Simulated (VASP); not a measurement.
An input for Quantum ESPRESSO's pw.x (written as the equivalent of a VASP run, and not itself run):

```
&CONTROL
  calculation = 'scf'
  pseudo_dir = './pseudo'
  outdir = './out'
  tprnfor = .true.
  tstress = .true.
/
&SYSTEM
  ibrav = 0
  nat = 2
  ntyp = 2
  ecutwfc = 98
  occupations = 'tetrahedra'
  input_dft = 'pbesol'
/
&ELECTRONS
  conv_thr = 7.3e-09
  electron_maxstep = 100
/
ATOMIC_SPECIES
  Ni 58.693 Ni.upf
  Al 26.982 Al.upf
CELL_PARAMETERS angstrom
     2.8621239    0.0000000    0.0000000
     0.0000000    2.8621239    0.0000000
     0.0000000    0.0000000    2.8621239
ATOMIC_POSITIONS crystal
  Ni   0.0000000  0.0000000  0.0000000
  Al   0.5000000  0.5000000  0.5000000
K_POINTS automatic
  14 14 14 0 0 0
```

Question: Translate this input to VASP (INCAR, KPOINTS, POSCAR, choice of POTCAR).

Answer: One answer among several that fit: 
### INCAR
```
ALGO = Normal
EDIFF = 1E-7
ENCUT = 400
GGA = PS
ISIF = 2
ISMEAR = -5
LASPH = .TRUE.
LCHARG = .TRUE.
LMAXMIX = 4
LORBIT = 11
LREAL = .FALSE.
LWAVE = .FALSE.
NEDOS = 601
NELM = 100
PREC = Accurate
SYSTEM = NiAl
```

POSCAR:
```
NiAl
1
    2.8621238793     0.0000000000     0.0000000000
    0.0000000000     2.8621238793     0.0000000000
    0.0000000000     0.0000000000     2.8621238793
Ni Al
1 1
Direct
  0.0000000000   0.0000000000   0.0000000000
  0.5000000000   0.5000000000   0.5000000000
```

### KPOINTS
```
Automatic mesh
0
Gamma
14 14 14
0 0 0
```

POTCAR, in this order: Ni Al (PBE.64 set). Program: vasp_std.

Limits of the translation: the potentials are each code's own (VASP's PAW set, PseudoDojo norm-conserving files in pw.x), so ENCUT and ecutwfc are chosen apart and not converted; conv_thr bounds pw.x's estimated SCF error, while EDIFF bounds the energy change between steps.

The structure was generated: NiAl was put into the CsCl type type (Pm-3m), which need not be its known phase. It was relaxed first, which changed the volume by -27 %.
